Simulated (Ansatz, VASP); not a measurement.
# LiPtF3 in two plane-wave programs

Aim: how closely do two programs agree when they are given the same cell, functional and k mesh? The cell is generated by rule, not measured, and may not be a known phase. The cell is taken from a series of runs on this material, whose earlier steps may have relaxed, scaled, displaced or heated it; both programs get it as it stands.

Program: Ansatz 0.2.0. Level of theory: plane waves, with VASP 6.6.1 beside it; zone-centre phonons at LDA. Results are calculated unless marked as measured.

The structure was built from a prototype and need not be the compound's stable phase.

**1. The starting structure**

The structure is cubic, space group Pm-3m (No. 221). The conventional cell has a = 4.209 Å, b = 4.209 Å, c = 4.209 Å, α = 90.00°, β = 90.00°, γ = 90.00°. Nearest to Li lie 12 F at 2.98 Å. Nearest to Pt lie 6 F at 2.10 Å. Nearest to F lie 2 Pt at 2.10 Å. Farther neighbours and most contacts between anions are not listed.

Structure file:

```cif
data_structure
_symmetry_space_group_name_H-M 'Pm-3m'
_symmetry_Int_Tables_number 221
_cell_length_a 4.2089
_cell_length_b 4.2089
_cell_length_c 4.2089
_cell_angle_alpha 90.000
_cell_angle_beta 90.000
_cell_angle_gamma 90.000
_cell_volume 74.56
loop_
_atom_site_label
_atom_site_type_symbol
_atom_site_symmetry_multiplicity
_atom_site_Wyckoff_symbol
_atom_site_fract_x
_atom_site_fract_y
_atom_site_fract_z
_atom_site_occupancy
Li1 Li 1 b 0.50000 0.50000 0.50000 1
Pt1 Pt 1 a 0.00000 0.00000 0.00000 1
F1 F 3 d 0.00000 0.50000 0.00000 1
```

**2. Ansatz: zone-centre phonons, LDA**

Ansatz runs on its default PAW (the set named soft_2) files.

Second derivatives magnify differences that forces hide, and they need a tight electronic threshold.

File input.yaml:

```yaml
crystal:
  lattice:
    - [4.2088759491, 0.0, 0.0]
    - [0.0, 4.2088759491, 0.0]
    - [0.0, 0.0, 4.2088759491]
  atoms:
    - { symbol: Li, position: [0.5, 0.5, 0.5] }
    - { symbol: Pt, position: [0.0, 0.0, 0.0] }
    - { symbol: F, position: [0.0, 0.5, 0.0] }
    - { symbol: F, position: [0.0, 0.0, 0.5] }
    - { symbol: F, position: [0.5, 0.0, 0.0] }
kpoints:
  mp_grid: { grid: [8, 8, 8] }
hamiltonian:
  xc: lda
scf:
  occupations: { method: methfessel_paxton, width: 0.2 }
output:
  eigenvalues: true
phonons:
  method: dfpt
```

On the command line:

```bash
ansatz run input.yaml --threads 8 --pin off --max-ram 14336MiB --backend cpu --events-out ev --progress --plain --runs-dir out
```

Numbers of over 12 decimals in the logs are rounded to 6 here.

The log of the run:

```text
zone centre: on kpoints.mp_grid the ground state, and the responses unless they are solved on pairs of k-points, stand on 125 of the mesh's 512 k-points, reduced under 8 symmetry operations, with k and −k counted as one. Each operation leaves every solved displacement unchanged or reverses it
Engine: ansatz 0.2.0, aarch64-unknown-linux-gnu
Pseudopotentials: kind: paw
Pseudopotential: Li, paw, valence charge 3, recommended cutoff 420 eV (normal), Li.paw.azcp
Pseudopotential: Pt, paw, valence charge 18, recommended cutoff 420 eV (normal), Pt.paw.azcp
Pseudopotential: F, paw, valence charge 7, recommended cutoff 420 eV (normal), F.paw.azcp
Functional definition: SPW92
  exchange = slater_x
  correlation = pw_c
Crystal: 5 atoms, lattice volume = 74.559 Å³
Basis set: ecut = 420 eV, 1419 PW (Γ), exchange–correlation on 60×60×60 points (8 copies of the dense FFT grid, shifted against one another)
Bands: 26, of which v1, the nominal top of the filled ones, is band 21 counted from 1 (20 counted from 0)
Symmetry: 48 space group operations
k-points: 125 of 512 (irreducible under 8 space group operations)
Non-local potential: Li, projectors of the file, l = 0: 3, l = 1: 2, l = 2: 1
Non-local potential: Pt, projectors of the file, l = 0: 3, l = 1: 2, l = 2: 2, l = 3: 1
Non-local potential: F, projectors of the file, l = 0: 2, l = 1: 2, l = 2: 1
PAW form: soft (Blöchl's): semilocal exchange-correlation on the pseudo side does not see the compensation charge
PAW frozen core: Pt, regenerated for the run's functional, and the local potential with it (the file was generated under x = pbe(κ = 0.804, μ = 0.219515), c = pbe(β = 0.066725))
PAW frozen core: F, regenerated for the run's functional, and the local potential with it (the file was generated under x = pbe(κ = 0.804, μ = 0.219515), c = pbe(β = 0.066725))
PAW one-centre angular grid: Li, 110 points (default); XC on 64 Gauss nodes
PAW one-centre angular grid: Pt, 590 points (default); XC on 64 Gauss nodes
PAW one-centre angular grid: F, 110 points (default); XC on 64 Gauss nodes
Initial density: superposition of atomic densities (neutral atoms: chi_scale 0, normalization atom), corrected by the library's trained network
Initial wavefunctions: pseudopotential atomic-orbital guess
Functional: x = slater, c = lda
SCF iter   1: F=—  HF=-14825.586405 eV  |F-HF|=—  |Δ(HF+E_count)|=         —  Δρ=1.60e-2  dr2=1.33e-1  ethr=1.77e-3  ⟨swp⟩=5.1  Hψ=12054  notcnv=0
preconditioner: auto → none  [metal: Δε(μ)=0.050 eV  Ē_g=12.369 eV  σ=0.200 eV  W_gap=0.20  n_scr=18 (ndim 8)  ℏωp=24.3 eV  f_vac=0.284  D(μ)=0.78/eV (n_scr^D=0)  sad-step TF]
SCF iter   2: F=—  HF=-14825.549219 eV  |F-HF|=—  |Δ(HF+E_count)|=   3.72e-2  S|Δr|=    0.00e0  Δρ=4.00e-3  dr2=9.94e-3  ethr=3.17e-4  ⟨swp⟩=2.4  Hψ=5908  notcnv=0  defer=27
SCF iter   3: F=—  HF=-14825.547305 eV  |F-HF|=—  |Δ(HF+E_count)|=   1.91e-3  S|Δr|=    0.00e0  Δρ=2.49e-3  dr2=4.83e-3  ethr=2.37e-5  ⟨swp⟩=2.1  Hψ=4892  notcnv=0  defer=28
SCF iter   4: F=—  HF=-14825.546203 eV  |F-HF|=—  |Δ(HF+E_count)|=   1.10e-3  S|Δr|=    0.00e0  Δρ=1.06e-3  dr2=4.05e-4  ethr=1.15e-5  ⟨swp⟩=2.0  Hψ=4788  notcnv=0  defer=28
SCF iter   5: F=—  HF=-14825.546112 eV  |F-HF|=—  |Δ(HF+E_count)|=   9.15e-5  S|Δr|=    0.00e0  Δρ=1.96e-4  dr2=1.31e-5  ethr=9.64e-7  ⟨swp⟩=2.8  Hψ=5784  notcnv=0  defer=28
SCF iter   6: F=—  HF=-14825.546110 eV  |F-HF|=—  |Δ(HF+E_count)|=   1.72e-6  S|Δr|=    0.00e0  Δρ=1.60e-5  dr2=8.28e-8  ethr=3.11e-8  ⟨swp⟩=2.6  Hψ=5339  notcnv=0  defer=28
SCF iter   7: F=—  HF=-14825.546108 eV  |F-HF|=—  |Δ(HF+E_count)|=   1.54e-6  S|Δr|=    0.00e0  Δρ=1.22e-6  dr2=6.54e-10  ethr=1.97e-10  ⟨swp⟩=2.0  Hψ=5844  notcnv=0  defer=25
SCF iter   8: F=—  HF=-14825.546108 eV  |F-HF|=—  |Δ(HF+E_count)|=  5.84e-10  S|Δr|=    0.00e0  Δρ=1.63e-7  dr2=1.16e-11  ethr=1.56e-12  ⟨swp⟩=2.1  Hψ=5237  notcnv=0  defer=25
SCF iter   9: F=-14825.546108 eV  HF=-14825.546108 eV  |F-HF|=3.64e-12  |Δ(HF+E_count)|=  3.64e-12  S|Δr|=    0.00e0  Δρ=2.25e-8  dr2=2.11e-13  ethr=1.00e-12  ⟨swp⟩=6.3  Hψ=12415  notcnv=0
SCF 1 converged in 9 iterations: F = -14825.546108 eV  dr2 = 2.11e-13
  greatest PAW one-centre occupation: 1.000 electrons in one spin orbital (limit 2), on the Pt atom at site 1 (counted from 0), in its partial waves of l = 0
DFPT response loops at Γ: preconditioner auto → none (partly filled bands, converged f_vac=0.275); β = 0.50; Broyden in place of MSR1
SCF converged after 9 iterations
Stability not checked: this state was not tested for a lower state beside it, because cold or Methfessel-Paxton smearing, or corrected tetrahedra, fill the levels in a way that the test cannot read (fill_not_monotonic; see scf.lower_state_search)
Free energy (F): -14825.546108 eV
Harris-Foulkes:  -14825.546108 eV  (|F-HF|=3.64e-12)
Internal energy: -14825.547969 eV  (E = F + TS)
E sigma→0 (E₀):  -14825.546574 eV
Entropy (-TS):   0.001861 eV (0.372 meV/atom)
Fermi energy:    6.382456 eV
Step filling:    the computed levels leave a gap of 0.0000 eV = 0.0 smearing widths at the electron count; against every level under it full and every level over it empty, smearing changes F+E_penalty+E_count by -1.06e-3 meV and its σ→0 estimate by -0.466 meV
--- Per-component energies (eV) ---
  E_band       = -613.805986
  E_kinetic    = 1272.099590
  E_local      = -5277.141090  (includes V_loc(G=0)·N_el)
  E_nonlocal   = 405.061196
  E_hartree    = 2053.278230
  E_xc         = -500.831064
  E_vxc        = -614.060371  (∫ρ·V_xc dr)
  E_paw        = -9758.375330  (= ΣΔE_a)
  E_vpaw       = -506.327930  (= ΣTr[D̂ρ^β])
  E_aug_tail   = 0.006159  (compensation charges beyond the density's cutoff)
  E_ewald      = -3020.449283
  E_core_change = 0.803625  (= ΣΔE_core)
  E_smearing   = 0.001861  (= −TS)
  E_closure    = 0.000000  (closes the sum)
  Σ components = -14825.546108   (vs F -14825.546108, Δ=0.00e0)
--- Band table (eV; the first three rows and the last of 125) ---
  k-point 0: bands = [... 17 lower, 3.7755, 3.7755, 3.7755, 4.8811, 4.8811, 6.1481, 11.4932, 13.2093, ... 1 higher]
  k-point 1: bands = [... 17 lower, 3.7787, 3.9538, 3.9538, 4.8830, 5.2248, 6.4201, 11.4871, 12.6457, ... 1 higher]
  k-point 2: bands = [... 17 lower, 3.7866, 4.3439, 4.3439, 4.8874, 5.6857, 7.2690, 11.0356, 12.4420, ... 1 higher]
  k-point 124: bands = [... 17 lower, 5.4606, 5.4606, 5.4606, 8.4248, 8.4248, 10.6100, 11.9914, 11.9914, ... 1 higher]
--- Phonons (Γ-DFPT): 4 representative perturbations + reference, on 125 of 512 k-points (Σ response iterations 13) ---
  k mesh reduced under 8 symmetry operations, with k and −k counted as one. Each operation leaves every solved displacement unchanged or reverses it
  ASR residual: 1.593e-5 → 0.000e0 eV/Å²; symmetrization residual: 1.538e-6 eV/Å²
  ASR residual per site (eV/Å²): 4.60e-8 1.59e-5 1.55e-5 1.55e-5 1.55e-5
  Γ frequencies (cm⁻¹): -219.85 -219.85 -219.85 0.00 0.00 0.00 77.88 77.88 77.88 139.39 139.39 139.39 509.88 509.88 509.88
  non-analytic LO–TO correction: not included (Born effective charges unavailable; polar crystals: no LO–TO splitting at Γ)
```

Reading the cycles: dr2 is the Hartree energy of the density residual (eV), the measure of convergence; HF is the Harris–Foulkes estimate of the energy, which meets the free energy F at convergence.

(Continued in part 2 of 3.)

[Lines on the potential files, build, host, timing and source positions are cut from VASP's logs without a mark.]

[Logs are printed without paths, hosts, clocks, repeated set-up lines and the standing remarks that a program may print on its own settings, such as how far it seeks lower states.]

[Hosts, paths, dates, database ids (printed as entryN), source tags and the programs' standing remarks are cut or masked in the printed files.]
